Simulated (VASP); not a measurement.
Si (diamond): the mBJ gap over mesh and path against the volume, with the cell scaled uniformly; PBEsol's own equilibrium is at 20.075 Å³/atom. VASP (PAW), 400 eV cut-off, 9×9×9 Γ-centred mesh, Gaussian smearing of 0.050 eV, potentials Si. mBJ is a potential without an energy functional, so only the levels count. Fit the value as a straight line in ln V.

```
V (Å³/atom)  mBJ gap over mesh and path (eV)
-----------  -------------------------------
17.666                                 1.006
18.268                                 1.081
18.871                                 1.151
19.473                                 1.214
20.075                                 1.270
20.678                                 1.318
```

### Question
Fit the rows as the text says and predict the value at 21.28.

### Answer
The slope against ln V is 1.99 eV, the volume deformation potential of this gap. The line misses the rows by up to 0.009 and gives 1.384 at 21.28. The run gave 1.362, -0.022 from the line.

Left out are failed runs and those whose mesh is unfit for this quantity.

The compound is Si in the diamond structure.
